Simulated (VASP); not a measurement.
VASP ran on this input.

### INCAR
```
# general
SYSTEM  = PbSe
PREC    = Accurate
ENCUT   = 520
LREAL   = F   # projection in real space or not
LASPH   = T   # aspherical one-centre terms

# electronic loop
EDIFF   = 1E-7
NELM    = 100   # most electronic steps
ALGO    = Normal
LMAXMIX = 4

# smearing
ISMEAR  = 0   # Gaussian
SIGMA   = 0.05

# ions
ISIF    = 2

# output
LWAVE   = F
LCHARG  = F
```

### KPOINTS
```
Automatic mesh
0
gamma
  8 8 8
0 0 0
```

File POSCAR:
```
PbSe
1
    0.0000000000     3.0214032618     3.0214032618
    3.0214032618     0.0000000000     3.0214032618
    3.0214032618     3.0214032618     0.0000000000
Pb Se
1 1
Direct
  0.0000000000   0.0000000000   0.0000000000
  0.5000000000   0.5000000000   0.5000000000
```

POTCAR, in this order: Pb_d Se (LDA.64 set). Program: vasp_std.

Q: Write an equivalent input for Ansatz.

A: One equivalent input (not run):
Ansatz 0.2 input:
```yaml
crystal:
  lattice:
    - [0.0000000, 3.0214033, 3.0214033]
    - [3.0214033, 0.0000000, 3.0214033]
    - [3.0214033, 3.0214033, 0.0000000]
  atoms:
    - { symbol: Pb, position: [0.0000000, 0.0000000, 0.0000000] }
    - { symbol: Se, position: [0.5000000, 0.5000000, 0.5000000] }
kpoints:
  mp_grid: { grid: [8, 8, 8] }
hamiltonian:
  xc: lda
  pseudopotentials: { kind: paw }
scf:
  occupations: { method: gaussian, width: 0.05 }
  max_iter: 100
output: { forces: true, stress: true, eigenvalues: true }
```
The two are equivalent in intent, not identical: each code has its own PAW files, so the cut-off isn't converted (ENCUT is set for VASP's; basis.ecutwfc is left out, and Ansatz then takes the one that its files recommend); Ansatz stops its SCF on the density residual and VASP on the energy change (EDIFF); Ansatz's lda is the Perdew-Wang form, while the LDA potentials of VASP carry Perdew-Zunger's.

The compound is PbSe in the rock salt structure. It was relaxed first.
